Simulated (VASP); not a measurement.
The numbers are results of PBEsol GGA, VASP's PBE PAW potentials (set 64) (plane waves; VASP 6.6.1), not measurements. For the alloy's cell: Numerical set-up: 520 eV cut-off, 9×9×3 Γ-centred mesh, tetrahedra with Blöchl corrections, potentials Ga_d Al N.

| end member | E (eV/atom) | V (Å³/atom) | gap (eV) |
|---|---|---|---|
| AlN (wurtzite) | -7.8281 | 10.46 | 4.11 |
| GaN (wurtzite) | -6.5671 | 11.36 | 1.91 |

An ordered cell with a fraction 0.25 of the second end member relaxes to

```cif
data_Al3GaN4
_chemical_formula_sum 'Ga1 Al3 N4'
_space_group_name_H-M_alt 'P 1'
_space_group_IT_number 1
_cell_length_a 3.13008
_cell_length_b 3.13008
_cell_length_c 10.08568
_cell_angle_alpha 90.000
_cell_angle_beta 90.000
_cell_angle_gamma 120.000
loop_
_space_group_symop_operation_xyz
  'x, y, z'
loop_
_atom_site_label
_atom_site_type_symbol
_atom_site_fract_x
_atom_site_fract_y
_atom_site_fract_z
_atom_site_occupancy
Ga1 Ga 0.66667 0.33333 0.25117 1
Al1 Al 0.33333 0.66667 0.99697 1
Al2 Al 0.66667 0.33333 0.75032 1
Al3 Al 0.33333 0.66667 0.50334 1
N1 N 0.66667 0.33333 0.44591 1
N2 N 0.33333 0.66667 0.18552 1
N3 N 0.66667 0.33333 0.93886 1
N4 N 0.33333 0.66667 0.69192 1
```

Question: Estimate the mixing energy, the deviation from a linear volume and the gap.

Answer: Its energy is -7.5077 eV/atom, so the mixing energy is 5 meV/atom. The volume of 10.70 Å³/atom lies +0.1 % from the linear mean. The gap is 3.30 eV against a linear mean of 3.56 eV, a bowing parameter of 1.4 eV for this ordering.
